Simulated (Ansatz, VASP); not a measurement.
GaF in VASP and in Ansatz

File INCAR:

```
PREC     = Accurate       # precision mode
ENCUT    = 600            # plane-wave cutoff, eV
EDIFF    = 1E-7           # SCF threshold, eV
ISMEAR   = -1             # smearing method
SIGMA    = 0.05           # smearing width, eV
LREAL    = False          # projectors in reciprocal space
LASPH    = True           # aspherical terms in the spheres
NELM     = 60             # most SCF steps
ALGO     = Fast           # electronic algorithm
ISIF     = 3              # what is computed and relaxed
LWAVE    = False          # write WAVECAR
LCHARG   = False          # write CHGCAR
IBRION   = 2              # ionic algorithm
NSW      = 40             # ionic steps
EDIFFG   = -0.005         # ionic threshold
```

Contents of KPOINTS:

```
Automatic mesh
0
Gamma
  9 9 9
```

Contents of POSCAR:

```
GaF
1.0
    0.0000000000      2.5769602800      2.5769602800
    2.5769602800      0.0000000000      2.5769602800
    2.5769602800      2.5769602800      0.0000000000
Ga F
1 1
Direct
    0.2500000000      0.2500000000      0.2500000000
    0.0000000000      0.0000000000      0.0000000000
```

input.yaml

```yaml
crystal:
  lattice:
    - [0.0, 2.57696028, 2.57696028]
    - [2.57696028, 0.0, 2.57696028]
    - [2.57696028, 2.57696028, 0.0]
  atoms:
    - { symbol: Ga, position: [0.25, 0.25, 0.25] }
    - { symbol: F, position: [0.0, 0.0, 0.0] }
hamiltonian:
  xc: lda
  pseudopotentials: { kind: paw }
kpoints:
  mp_grid: { grid: [9, 9, 9] }
scf:
  occupations: { method: fermi_dirac, width: 0.05 }
output:
  forces: true
  stress: true
  eigenvalues: true
relax:
  f_tol: 0.01
  max_steps: 40
  cell: { stress_tol: 0.05 }
```

The cell was built by a generator and needn't be a form met in nature.

Alike in both runs: task relaxation of cell and atoms; functional LDA; k mesh 9 × 9 × 9; occupations fermi-dirac, width 0.05 eV; no spin polarisation.

|  | VASP | Ansatz |
| --- | --- | --- |
| version | VASP 6.6.1 | Ansatz 0.2.0 |
| potentials or method | VASP PAW LDA potentials, release 64 (Ga_d, F) | Ansatz PAW |
| plane-wave cutoff (eV) | 600 | 420 |
| valence electrons in the cell | 20 | 20 |

```tsv
	VASP	Ansatz	Ansatz less VASP
gap on the k mesh at the Fermi level, each at its own relaxed structure (eV)	1.78	1.81	+0.022
relaxed volume (Å³/atom)	20.10	20.09	-0.013
relaxed cell length with the largest relative difference (Å)	3.845	3.844	-0.0008
energy change over the relaxation (meV/atom)	-67	-68	-0.1
```

Caveats: the volume moved by over 15 % at a fixed basis, so the end points are rough; an odd mesh through Γ misses points on the zone boundary, where band edges often lie (VASP); odd divisions of the mesh miss points on the zone boundary, where band edges often lie, so the gap on the mesh can be too wide (Ansatz); the plane-wave basis is chosen anew once the cell has moved, so the energies of steps on either side of that aren't comparable (Ansatz); the pressure holds a Pulay correction of +0.4 GPa for the finite cutoff (Ansatz); the PAW data sets come from PBE, with cores solved anew for the run's functional, which leaves a small shift of forces and pressure (Ansatz). As with any semilocal functional, this LDA gap is likely too small.
